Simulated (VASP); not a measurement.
Output of a VASP run:

### OSZICAR
```
       N       E                     dE             d eps       ncg     rms          rms(c)
DAV:   1     0.278623128272E+03    0.27862E+03   -0.17810E+04  4876   0.169E+03
DAV:   2    -0.133737270181E+02   -0.29200E+03   -0.28622E+03  5110   0.489E+02
DAV:   3    -0.197056679185E+02   -0.63319E+01   -0.61857E+01  5106   0.777E+01
DAV:   4    -0.197716355563E+02   -0.65968E-01   -0.65861E-01  5912   0.694E+00
DAV:   5    -0.197726955124E+02   -0.10600E-02   -0.10599E-02  5296   0.801E-01    0.185E+01
DAV:   6    -0.185449331372E+02    0.12278E+01   -0.32911E+00  4920   0.190E+01    0.508E+00
DAV:   7    -0.184555385140E+02    0.89395E-01   -0.27538E-01  4992   0.503E+00    0.117E+00
DAV:   8    -0.184469092649E+02    0.86292E-02   -0.75597E-03  4984   0.103E+00    0.843E-02
DAV:   9    -0.184470080851E+02   -0.98820E-04   -0.44071E-04  6456   0.214E-01    0.494E-02
DAV:  10    -0.184470178314E+02   -0.97463E-05   -0.17240E-05  5188   0.438E-02    0.659E-03
DAV:  11    -0.184470207151E+02   -0.28837E-05   -0.15311E-06  3196   0.134E-02    0.320E-03
DAV:  12    -0.184470200970E+02    0.61810E-06   -0.13935E-07  2498   0.375E-03
   1 F= -.16780404E+02 E0= -.16779954E+02  d E =-.167804E+02
```

**OUTCAR**
```
------------------------ aborting loop because EDIFF is reached ----------------------------------------
  FORCE on cell =-STRESS in cart. coord.  units (eV):
  Direction    XX          YY          ZZ          XY          YZ          ZX
  --------------------------------------------------------------------------------------
  Total        1.6908076      1.6908078      1.6895619      0.0000000     -0.0000000      0.0000000
  in kB      101.4515542    101.4515684    101.3768104      0.0000000     -0.0000000      0.0000000
  external PRESSURE =       1.4266443 kB  Pullay stress =     100.0000000 kB
  volume of cell :       26.70
      direct lattice vectors                 reciprocal lattice vectors
     1.344903386 -2.329441159  0.000000000     0.371773917 -0.214643756  0.000000000
     1.344903386  2.329441159  0.000000000     0.371773917  0.214643756  0.000000000
     0.000000000  0.000000000  4.261605494     0.000000000  0.000000000  0.234653349
 POSITION                                       TOTAL-FORCE (eV/Angst)
 -----------------------------------------------------------------------------------
      1.34490      0.77648      1.06540         0.000000      0.000000      0.000000
      1.34490     -0.77648      3.19620        -0.000000     -0.000000      0.000000
 -----------------------------------------------------------------------------------
    total drift:                               -0.000012      0.000500     -0.000045
  FREE ENERGIE OF THE ION-ELECTRON SYSTEM (eV)
  ---------------------------------------------------
  free  energy   TOTEN  =       -18.4470200970 eV

  energy  without entropy=      -18.4456696629  energy(sigma->0) =      -18.44656995
  enthalpy is  TOTEN    =       -16.7804043206 eV   P V=        1.6666157764

 reached required accuracy - stopping structural energy minimisation
```
(Selected blocks of OUTCAR.)

### POSCAR
```
Ru
1
    1.3449033856    -2.3294411590    -0.0000000000
    1.3449033856     2.3294411590     0.0000000000
    0.0000000000    -0.0000000000     4.2616054944
Ru
2
Direct
  0.3333330000   0.6666670000   0.2500000000
  0.6666670000   0.3333330000   0.7500000000
```

**Question.** Reconstruct the remaining input files.

**Answer.** This is not unique; one that fits is the input of the run itself, PBE GGA, plane waves, VASP's PBE PAW potentials (set 64).

### INCAR
```
# general
SYSTEM   =  Ru
PREC     =  Accurate
ENCUT    =  500   # plane-wave cut-off (eV)
LREAL    =  .FALSE.   # projection in real space or not
LASPH    =  .TRUE.   # aspherical one-centre terms

# electronic loop
EDIFF    =  1E-6   # SCF stop (eV)
NELM     =  100
ALGO     =  Normal   # blocked Davidson
LMAXMIX  =  4

# smearing
ISMEAR   =  1
SIGMA    =  0.1   # width (eV)

# functional
GGA      =  PE   # PBE

# ions
IBRION   =  2   # conjugate gradients
NSW      =  40
ISIF     =  3
EDIFFG   =  -0.02
PSTRESS  =  100

# output
LWAVE    =  .FALSE.
LCHARG   =  .FALSE.
```

### KPOINTS
```
Automatic mesh
0
Gamma
15 15 9
0 0 0
```

POTCAR, in this order: Ru_pv (PBE.64 set). Program: vasp_std.

The compound is Ru in the hcp structure. It was relaxed first under an external pressure of 10 GPa.
